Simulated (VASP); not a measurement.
An input for Quantum ESPRESSO's pw.x (written as the equivalent of a VASP run, and not itself run):

```
&CONTROL
  calculation = 'scf'
  pseudo_dir = './pseudo'
  outdir = './out'
  tprnfor = .true.
  tstress = .true.
/
&SYSTEM
  ibrav = 0
  nat = 1
  ntyp = 1
  ecutwfc = 88
  occupations = 'tetrahedra'
  input_dft = 'pw91'
/
&ELECTRONS
  conv_thr = 7.3e-09
  electron_maxstep = 100
/
ATOMIC_SPECIES
  Rh 102.906 Rh.upf
CELL_PARAMETERS angstrom
     0.0000000    1.9180908    1.9180908
     1.9180908    0.0000000    1.9180908
     1.9180908    1.9180908    0.0000000
ATOMIC_POSITIONS crystal
  Rh   0.0000000  0.0000000  0.0000000
K_POINTS automatic
  18 18 18 0 0 0
```

### Question
Write the VASP files for the same calculation (PW91).

### Answer
One answer among several that fit: 
### INCAR
```
ENCUT = 520
LWAVE = F
LORBIT = 11
LCHARG = T
NEDOS = 601   ! DOS grid
GGA = 91   ! PW91
SYSTEM = Rh
LMAXMIX = 4
ISMEAR = -5   ! tetrahedra, Bloechl
NELM = 100   ! most electronic steps
ALGO = Normal   ! blocked Davidson
PREC = Accurate
EDIFF = 1E-7   ! SCF stop (eV)
LREAL = F   ! projection in real space or not
LASPH = T
ISIF = 2   ! forces and stress, cell fixed
```

**KPOINTS**
```
Automatic
0
Gamma
  18 18 18
```

POSCAR:
```
Rh
1
    0.0000000000     1.9180908452     1.9180908452
    1.9180908452     0.0000000000     1.9180908452
    1.9180908452     1.9180908452     0.0000000000
Rh
1
Direct
  0.0000000000   0.0000000000   0.0000000000
```

POTCAR, in this order: Rh_pv (PBE.64 set). Program: vasp_std.

What does not carry over: the potentials are each code's own (VASP's PAW set, PseudoDojo norm-conserving files in pw.x), so ENCUT and ecutwfc are chosen apart and not converted; conv_thr bounds pw.x's estimated SCF error, while EDIFF bounds the energy change between steps.

The compound is Rh in the fcc structure. It was relaxed first.
